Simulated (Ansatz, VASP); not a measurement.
# Be2SiO4 (Be2SiO4 (R-3)) in two plane-wave programs, part 2 of 2

Aim: how closely do two programs agree when they are given the same cell, functional and k mesh? Of the first pair: The structure shown is the start of the Ansatz relaxation below; VASP solves that cell, so the two are compared at the walk's first step.

VASP 6.6.1 and Ansatz 0.2.0.

So far: Set-up; Ansatz: relaxation, PBEsol.

### Step 3. VASP: single point, PBEsol, start cell, pair 1

Level of this step: PBEsol; plane waves and PAW (Be, Si, O) (VASP).

The same cell, functional, mesh and smearing now go to VASP, with its own data sets.

Lines of VASP's logs that name or quote its potential files are left out, and so is its time.

File INCAR:

```
SYSTEM = Be2SiO4
PREC = Accurate
ENCUT = 520
EDIFF = 1E-06
NELM = 120
ISMEAR = -1
SIGMA = 0.01
LREAL = Auto
ALGO = Normal
GGA = PS
NBANDS = 128
LORBIT = 11
LWAVE = .FALSE.
LCHARG = .FALSE.
ISIF = 2
LASPH = .TRUE.
GGA_COMPAT = .FALSE.
EFERMI = MIDGAP
KPAR = 8
```

File POSCAR:

```
Be2SiO4
1.0
    6.2350850000      3.5998280000      2.7491210000
   -6.2350850000      3.5998280000      2.7491210000
    0.0000000000     -7.1996570000      2.7491210000
Be Si O
12 6 24
Direct
    0.1022399050      0.2784503336      0.8723077197
    0.2784503308      0.8723078323      0.1022397951
    0.8723077805      0.1022398504      0.2784503274
    0.8977601413      0.7215497127      0.1276921877
    0.7215497155      0.1276922140      0.8977601123
    0.1276922658      0.8977601959      0.7215495800
    0.7943954363      0.5689292238      0.3903951653
    0.3903952087      0.7943954750      0.5689291417
    0.5689292615      0.3903952078      0.7943953560
    0.2056046100      0.4310708225      0.6096047421
    0.6096048376      0.2056045713      0.4310707657
    0.4310707848      0.6096048385      0.2056045514
    0.7660319728      0.9456296848      0.5383575303
    0.9456296782      0.5383576042      0.7660319055
    0.5383575948      0.7660319568      0.9456296364
    0.2339679522      0.0543702402      0.4616422558
    0.0543702468      0.4616423209      0.2339678806
    0.4616423303      0.2339679682      0.0543701498
    0.6240616187      0.3285636423      0.2930780019
    0.2930780304      0.6240616497      0.3285635830
    0.3285636716      0.2930780287      0.6240615627
    0.3759383063      0.6714362827      0.7069217842
    0.7069218947      0.3759382754      0.6714362032
    0.6714362535      0.7069218964      0.3759382234
    0.3379686247      0.3710892638      0.0402496175
    0.0402496797      0.3379686363      0.3710891899
    0.3710892362      0.0402496406      0.3379686291
    0.6620313004      0.6289106613      0.9597501687
    0.9597502453      0.6620312888      0.6289105962
    0.6289106888      0.9597502844      0.6620311571
    0.5834639467      0.2505863676      0.9162280474
    0.9162281220      0.5834639336      0.2505863061
    0.2505862938      0.9162282217      0.5834638461
    0.4165360996      0.7494136787      0.0837718600
    0.0837719243      0.4165361127      0.7494136013
    0.7494137525      0.0837718246      0.4165360613
    0.2948462079      0.9969970206      0.9629614891
    0.9629616600      0.2948461492      0.9969969084
    0.9969969540      0.9629616522      0.2948461114
    0.7051537171      0.0030029044      0.0370382971
    0.0370382650      0.7051537759      0.0030028778
    0.0030030923      0.0370383941      0.7051537960
```

File KPOINTS:

```
Automatic mesh
0
Gamma
4 4 4
0 0 0
```

PAW data sets: Be, Si and O (PBE family, release 64).

The run is started by

```bash
mpirun -np 8 vasp_std
```

Numbers of over 12 decimals in the logs are rounded to 6 here.

Output:

```text
[banner, memory and clock lines left out]
running    8 mpi-ranks, on    1 nodes
[...]
|                                                                             |
|           W    W    AA    RRRRR   N    N  II  N    N   GGGG   !!!           |
|           W    W   A  A   R    R  NN   N  II  NN   N  G    G  !!!           |
|           W    W  A    A  R    R  N N  N  II  N N  N  G       !!!           |
|           W WW W  AAAAAA  RRRRR   N  N N  II  N  N N  G  GGG   !            |
|           WW  WW  A    A  R   R   N   NN  II  N   NN  G    G                |
|           W    W  A    A  R    R  N    N  II  N    N   GGGG   !!!           |
|                                                                             |
|     For optimal performance we recommend to set                             |
|       NCORE = 2 up to number-of-cores-per-socket                            |
|     NCORE specifies how many cores store one orbital (NPAR=cpu/NCORE).      |
|     This setting can greatly improve the performance of VASP for DFT.       |
[...]
|                                                                             |
|     You enforced a specific xc type in the INCAR file but a different       |
|     [... a line on the potential file left out ...]
|     I HOPE YOU KNOW WHAT YOU ARE DOING!                                     |
|                                                                             |

 LDA part: xc-table for (Slater+PW92), standard interpolation
 POSCAR, INCAR and KPOINTS ok, starting setup
[...]
entering main loop
       N       E                     dE             d eps       ncg     rms          rms(c)
DAV:   1     0.104781751086E+04    0.10478E+04   -0.10291E+05  3632   0.143E+03
DAV:   2    -0.276927648837E+03   -0.13247E+04   -0.12825E+04  4320   0.334E+02
DAV:   3    -0.355709761345E+03   -0.78782E+02   -0.78178E+02  4432   0.907E+01
DAV:   4    -0.357098721887E+03   -0.13890E+01   -0.13824E+01  4384   0.132E+01
[...]
DAV:  13    -0.326510338524E+03   -0.48329E-04   -0.51279E-05  4120   0.297E-02    0.241E-02
DAV:  14    -0.326510360394E+03   -0.21870E-04   -0.50509E-05  3888   0.256E-02    0.965E-03
DAV:  15    -0.326510360150E+03    0.24464E-06   -0.68424E-06  4368   0.107E-02
   1 F= -.32651036E+03 E0= -.32651036E+03  d E =0.000000E+00
```

From OUTCAR (step 3):

```text
  Total        4.7816266      4.7816275      4.5064610      0.0000002     -0.0000005      0.0000000
  in kB       20.6926907     20.6926944     19.5019000      0.0000007     -0.0000024      0.0000000
  external PRESSURE =      20.2957617 kB  Pullay stress =       0.0000000 kB

 POSITION                                       TOTAL-FORCE (eV/Angst)
 -----------------------------------------------------------------------------------
     -1.09869     -4.90990      3.44464        -0.026859     -0.012529     -0.004076
     -3.70275      3.40644      3.44464         0.002580      0.029525     -0.004076
      4.80144      1.50346      3.44464         0.024280     -0.016997     -0.004076
      1.09869      4.90990      4.80272         0.026859      0.012529      0.004076
      3.70275     -3.40644      4.80272        -0.002580     -0.029525      0.004076
     -4.80144     -1.50346      4.80272        -0.024280      0.016997      0.004076
      1.40580      2.09702      4.82119         0.029900      0.010936     -0.023797
     -2.51898      0.16895      4.82119        -0.024421      0.020426     -0.023797
      1.11318     -2.26597      4.82119        -0.005479     -0.031362     -0.023797
     -1.40580     -2.09702      3.42617        -0.029900     -0.010936      0.023797
      2.51898     -0.16895      3.42617         0.024421     -0.020426      0.023797
     -1.11318      2.26597      3.42618         0.005479      0.031362      0.023797
     -1.11981      2.28570      6.18557         0.021044      0.054178     -0.003892
      2.53938     -0.17307      6.18557         0.036397     -0.045313     -0.003892
[...]
-----------------------------------------------------------------------------------
    total drift:                                0.000027     -0.014307      0.009223

  FREE ENERGIE OF THE ION-ELECTRON SYSTEM (eV)
  ---------------------------------------------------
  free  energy   TOTEN  =      -326.5103601495 eV

  energy  without entropy=     -326.5103601495  energy(sigma->0) =     -326.51036015

[... 3 further parts left out ...]
[key lines of the parts left out:]
E-fermi :   6.1133
```

The run ends at a pressure of 2.03 GPa, with forces up to 0.34 eV/Å.

### Step 4. Comparison

Known differences besides the potentials themselves: the cutoff is 420 eV in Ansatz and 520 eV in VASP (PREC = Accurate, projectors in real space); Ansatz makes its cores anew for this functional, VASP keeps those of its PBE data sets. Total energies have different zeros and are not compared.

Forces on 7 of the 42 atoms, those with the largest forces and the largest differences (eV/Å; atoms numbered as in POSCAR):

```csv
atom,"Ansatz x, y, z","VASP x, y, z"
O22,"-0.060, 0.140, -0.220","-0.084, 0.174, -0.270"
O37,"0.070, -0.131, -0.228","0.095, -0.166, -0.284"
O38,"0.079, 0.126, -0.228","0.097, 0.165, -0.284"
O39,"-0.148, 0.005, -0.228","-0.191, 0.001, -0.284"
O40,"-0.070, 0.131, 0.228","-0.095, 0.166, 0.284"
O41,"-0.079, -0.126, 0.228","-0.097, -0.165, 0.284"
O42,"0.148, -0.005, 0.228","0.191, -0.001, 0.284"
```

The forces differ by 29 meV/Å r.m.s., which is 19.9 % of the r.m.s. force of 0.145 eV/Å (both taken over all components).

### Step 5. Ansatz: relaxation, PBEsol

This run makes the geometry at which the two programs are then compared. The cell compared in this pair holds 371.36 Å³, against 370.23 Å³ for the pair before.

The structure compared here is the end of the Ansatz relaxation.

File input.yaml:

```yaml
crystal:
  lattice:
    - [6.2350855, 3.5998283, 2.7491208]
    - [-6.2350855, 3.5998283, 2.7491208]
    - [0.0, -7.1996565, 2.7491208]
  atoms:
    - { symbol: Be, position: [0.10223986, 0.27845034, 0.87230773] }
    - { symbol: Be, position: [0.27845034, 0.87230773, 0.10223986] }
    - { symbol: Be, position: [0.87230773, 0.10223986, 0.27845034] }
    - { symbol: Be, position: [0.89776014, 0.72154966, 0.12769227] }
    - { symbol: Be, position: [0.72154966, 0.12769227, 0.89776014] }
    - { symbol: Be, position: [0.12769227, 0.89776014, 0.72154966] }
    - { symbol: Be, position: [0.79439541, 0.5689292, 0.39039517] }
    - { symbol: Be, position: [0.39039517, 0.79439541, 0.5689292] }
    - { symbol: Be, position: [0.5689292, 0.39039517, 0.79439541] }
    - { symbol: Be, position: [0.20560459, 0.4310708, 0.60960483] }
    - { symbol: Be, position: [0.60960483, 0.20560459, 0.4310708] }
    - { symbol: Be, position: [0.4310708, 0.60960483, 0.20560459] }
    - { symbol: Si, position: [0.766032, 0.94562974, 0.53835762] }
    - { symbol: Si, position: [0.94562974, 0.53835762, 0.766032] }
    - { symbol: Si, position: [0.53835762, 0.766032, 0.94562974] }
    - { symbol: Si, position: [0.233968, 0.05437026, 0.46164238] }
    - { symbol: Si, position: [0.05437026, 0.46164238, 0.233968] }
    - { symbol: Si, position: [0.46164238, 0.233968, 0.05437026] }
    - { symbol: O, position: [0.62406164, 0.32856366, 0.29307804] }
    - { symbol: O, position: [0.29307804, 0.62406164, 0.32856366] }
    - { symbol: O, position: [0.32856366, 0.29307804, 0.62406164] }
    - { symbol: O, position: [0.37593836, 0.67143634, 0.70692196] }
    - { symbol: O, position: [0.70692196, 0.37593836, 0.67143634] }
    - { symbol: O, position: [0.67143634, 0.70692196, 0.37593836] }
    - { symbol: O, position: [0.33796868, 0.37108924, 0.04024971] }
    - { symbol: O, position: [0.04024971, 0.33796868, 0.37108924] }
    - { symbol: O, position: [0.37108924, 0.04024971, 0.33796868] }
    - { symbol: O, position: [0.66203132, 0.62891076, 0.95975029] }
    - { symbol: O, position: [0.95975029, 0.66203132, 0.62891076] }
    - { symbol: O, position: [0.62891076, 0.95975029, 0.66203132] }
    - { symbol: O, position: [0.5834639, 0.2505863, 0.91622812] }
    - { symbol: O, position: [0.91622812, 0.5834639, 0.2505863] }
    - { symbol: O, position: [0.2505863, 0.91622812, 0.5834639] }
    - { symbol: O, position: [0.4165361, 0.7494137, 0.08377188] }
    - { symbol: O, position: [0.08377188, 0.4165361, 0.7494137] }
    - { symbol: O, position: [0.7494137, 0.08377188, 0.4165361] }
    - { symbol: O, position: [0.29484623, 0.99699699, 0.96296163] }
    - { symbol: O, position: [0.96296163, 0.29484623, 0.99699699] }
    - { symbol: O, position: [0.99699699, 0.96296163, 0.29484623] }
    - { symbol: O, position: [0.70515377, 0.00300301, 0.03703837] }
    - { symbol: O, position: [0.03703837, 0.70515377, 0.00300301] }
    - { symbol: O, position: [0.00300301, 0.03703837, 0.70515377] }
basis:
  ecutwfc: 420
  xc_grid: 2
hamiltonian:
  xc: pbesol
kpoints:
  mp_grid: { grid: [4, 4, 4] }
scf:
  occupations: { method: fermi_dirac, width: 0.01 }
  max_iter: 150
output:
  forces: true
  stress: true
relax:
  f_tol: 0.01
  max_steps: 60
  cell: {}
checkpoint:
  write: "../pbesol.run"
  compress: false
  write_wavefunctions: false
  write_every: 100000
```

The run is started by

```bash
ansatz run input.yaml --threads 4 --pin off --max-ram 6594MiB --backend cpu --events-out ev --progress --plain --runs-dir out
```

Output:

```text
[...]
Crystal: 42 atoms, lattice volume = 370.228 Å³
Basis set: ecut = 420 eV, 7173 PW (Γ), exchange–correlation on 108×108×108 points (8 copies of the dense FFT grid, shifted against one another)
Bands: 138, of which v1, the nominal top of the filled ones, is band 96 counted from 1 (95 counted from 0)
Symmetry: 6 space group operations
[...]
k-points: 14 of 64
[...]
- { symbol: O, position: [0.671304, 0.705855, 0.375209] }
    - { symbol: O, position: [0.337797, 0.371085, 0.040353] }
    - { symbol: O, position: [0.040353, 0.337797, 0.371085] }
[...]
- { symbol: O, position: [0.995751, 0.962489, 0.294413] }
    - { symbol: O, position: [0.705587, 0.00424853, 0.037511] }
    - { symbol: O, position: [0.037511, 0.705587, 0.00424853] }
    - { symbol: O, position: [0.00424853, 0.037511, 0.705587] }
[key lines of the parts left out:]
SCF converged after 5 iterations
Free energy (F): -18331.427266 eV
Fermi energy:    7.989246 eV
P = ⅓ Tr σ = 0.0303 GPa (0.303 kbar)
```

### Step 6. VASP: single point, PBEsol, relaxed cell, pair 2

The same cell, functional, mesh and smearing now go to VASP, with its own data sets.

INCAR, as its differences from that of step 3:

```diff
@@ -2,3 +2,3 @@
 PREC = Accurate
-ENCUT = 520
+ENCUT = 600
 EDIFF = 1E-06
```

File POSCAR:

```
Be2SiO4
1.0
    6.2435097841      3.6046920712      2.7500541827
   -6.2435097841      3.6046920712      2.7500541827
    0.0000000000     -7.2093840924      2.7500542482
Be Si O
12 6 24
Direct
    0.1023004093      0.2784835400      0.8723804058
    0.2784835400      0.8723804058      0.1023004093
    0.8723804058      0.1023004093      0.2784835400
    0.8976995907      0.7215164600      0.1276195942
    0.7215164600      0.1276195942      0.8976995907
    0.1276195942      0.8976995907      0.7215164600
    0.7945456233      0.5683327933      0.3903276864
    0.3903276864      0.7945456233      0.5683327933
    0.5683327933      0.3903276864      0.7945456233
    0.2054543767      0.4316672067      0.6096723136
    0.6096723136      0.2054543767      0.4316672067
    0.4316672067      0.6096723136      0.2054543767
    0.7663735992      0.9455102917      0.5379717324
    0.9455102917      0.5379717324      0.7663735992
    0.5379717324      0.7663735992      0.9455102917
    0.2336264008      0.0544897083      0.4620282676
    0.0544897083      0.4620282676      0.2336264008
    0.4620282676      0.2336264008      0.0544897083
    0.6247913566      0.3286958500      0.2941452502
    0.2941452502      0.6247913566      0.3286958500
    0.3286958500      0.2941452502      0.6247913566
    0.3752086434      0.6713041500      0.7058547498
    0.7058547498      0.3752086434      0.6713041500
    0.6713041500      0.7058547498      0.3752086434
    0.3377969401      0.3710853926      0.0403533499
    0.0403533499      0.3377969401      0.3710853926
    0.3710853926      0.0403533499      0.3377969401
    0.6622030599      0.6289146074      0.9596466501
    0.9596466501      0.6622030599      0.6289146074
    0.6289146074      0.9596466501      0.6622030599
    0.5839013777      0.2506301806      0.9157793064
    0.9157793064      0.5839013777      0.2506301806
    0.2506301806      0.9157793064      0.5839013777
    0.4160986223      0.7493698194      0.0842206936
    0.0842206936      0.4160986223      0.7493698194
    0.7493698194      0.0842206936      0.4160986223
    0.2944134381      0.9957514683      0.9624887556
    0.9624887556      0.2944134381      0.9957514683
    0.9957514683      0.9624887556      0.2944134381
    0.7055865619      0.0042485317      0.0375112444
    0.0375112444      0.7055865619      0.0042485317
    0.0042485317      0.0375112444      0.7055865619
```

KPOINTS is that of step 3.

The run is started by

```bash
mpirun -np 8 vasp_std
```

Output:

```text
[banner, memory and clock lines left out]
running    8 mpi-ranks, on    1 nodes
[...]
[... a notice as in an earlier step ...]

 [... a notice as in an earlier step ...]

 LDA part: xc-table for (Slater+PW92), standard interpolation
 POSCAR, INCAR and KPOINTS ok, starting setup
[...]
entering main loop
       N       E                     dE             d eps       ncg     rms          rms(c)
DAV:   1     0.115871527877E+04    0.11587E+04   -0.11130E+05  3592   0.160E+03
DAV:   2    -0.265056817117E+03   -0.14238E+04   -0.13697E+04  4360   0.355E+02
DAV:   3    -0.355360771418E+03   -0.90304E+02   -0.89599E+02  4448   0.994E+01
DAV:   4    -0.357079035330E+03   -0.17183E+01   -0.17101E+01  4368   0.150E+01
[...]
DAV:  13    -0.326615831640E+03   -0.45164E-04   -0.54949E-05  4176   0.326E-02    0.250E-02
DAV:  14    -0.326615854163E+03   -0.22523E-04   -0.58388E-05  3856   0.280E-02    0.104E-02
DAV:  15    -0.326615853958E+03    0.20511E-06   -0.75096E-06  4368   0.117E-02
   1 F= -.32661585E+03 E0= -.32661585E+03  d E =0.000000E+00
```

From OUTCAR (step 6):

```text
  Total        1.0448362      1.0448362      1.0230238      0.0000002     -0.0000000      0.0000000
  in kB        4.5078487      4.5078487      4.4137410      0.0000007     -0.0000000      0.0000000
  external PRESSURE =       4.4764794 kB  Pullay stress =       0.0000000 kB

 POSITION                                       TOTAL-FORCE (eV/Angst)
 -----------------------------------------------------------------------------------
     -1.10000     -4.91672      3.44627         0.007185      0.005787      0.006595
     -3.70800      3.41099      3.44627         0.001420     -0.009116      0.006595
      4.80800      1.50573      3.44627        -0.008605      0.003328      0.006595
      1.10000      4.91672      4.80389        -0.007185     -0.005787     -0.006595
      3.70800     -3.41099      4.80389        -0.001420      0.009116     -0.006595
     -4.80800     -1.50573      4.80389         0.008605     -0.003328     -0.006595
      1.41236      2.09873      4.82141        -0.000563     -0.000108      0.002164
     -2.52374      0.17377      4.82141         0.000376     -0.000434      0.002164
      1.11138     -2.27251      4.82141         0.000188      0.000542      0.002164
     -1.41236     -2.09873      3.42875         0.000563      0.000108     -0.002164
      2.52374     -0.17377      3.42875        -0.000376      0.000434     -0.002164
     -1.11138      2.27251      3.42875        -0.000188     -0.000542     -0.002164
     -1.11844      2.29237      6.18722         0.003673     -0.005532      0.000587
      2.54447     -0.17759      6.18722        -0.006627     -0.000415      0.000587
[...]
-----------------------------------------------------------------------------------
    total drift:                                0.000000     -0.000000      0.000000

  FREE ENERGIE OF THE ION-ELECTRON SYSTEM (eV)
  ---------------------------------------------------
  free  energy   TOTEN  =      -326.6158539579 eV

  energy  without entropy=     -326.6158539579  energy(sigma->0) =     -326.61585396

[... 1 part as in an earlier step ...]

[... 2 further parts left out ...]
[key lines of the parts left out:]
E-fermi :   6.0654
```

The run ends at a pressure of 0.45 GPa, with forces up to 0.061 eV/Å.

### Step 7. Comparison

What differs besides the data sets and the points named for the pairs above, as far as they apply: the cutoff is 420 eV in Ansatz and 600 eV in VASP (PREC = Accurate, projectors in real space); Ansatz's pressure holds a Pulay correction, VASP's none. Total energies have different zeros and are not compared.

Both answers:

```csv
quantity,Ansatz,VASP,difference
pressure (GPa),0.03,0.45,-0.42
gap on the k mesh (eV),5.874,5.871,+0.003
```

Forces on 7 of the 42 atoms, those with the largest forces and the largest differences (eV/Å; atoms numbered as in POSCAR):

```csv
atom,"Ansatz x, y, z","VASP x, y, z"
O31,"0.002, -0.001, 0.000","0.026, 0.052, -0.001"
O37,"0.001, -0.001, 0.000","0.019, -0.033, -0.047"
O38,"0.000, 0.001, 0.000","0.019, 0.033, -0.047"
O39,"-0.001, 0.000, 0.000","-0.038, 0.000, -0.047"
O40,"-0.001, 0.001, 0.000","-0.019, 0.033, 0.047"
O41,"0.000, -0.001, 0.000","-0.019, -0.033, 0.047"
O42,"0.001, 0.000, 0.000","0.038, 0.000, 0.047"
```

The forces differ by 25 meV/Å r.m.s., where the r.m.s. force is 0.001 eV/Å in Ansatz and 0.025 eV/Å in VASP: the atoms lie near their places of rest in Ansatz, so a percentage would say little (all taken over all components). A gap on the mesh is an upper bound, since the band edges may lie between its points.

### Step 8. Results

```yaml
r_m_s_force_difference_single_point_pbesol_start_cell_pair_1: 29 meV/Å
r_m_s_force_difference_single_point_pbesol_relaxed_cell_pair_2: 25 meV/Å
```

**Reading.** The r.m.s. force difference is 29 meV/Å (single point, PBEsol, start cell, pair 1), beyond the 12 meV/Å picked in this series as the mark of a large difference. What causes the difference of the single point, PBEsol, start cell, pair 1 pair stays open here. What causes the difference of the single point, PBEsol, relaxed cell, pair 2 pair stays open here. How closely two codes agree says nothing of how well the functional describes the real material.

[Lines on the potential files, build, host, timing and source positions are cut from VASP's logs without a mark.]

[Logs are printed without paths, hosts, clocks, repeated set-up lines and the standing remarks that a program may print on its own settings, such as how far it seeks lower states.]

[Hosts, paths, dates, database ids (printed as entryN), source tags and the programs' standing remarks are cut or masked in the printed files.]
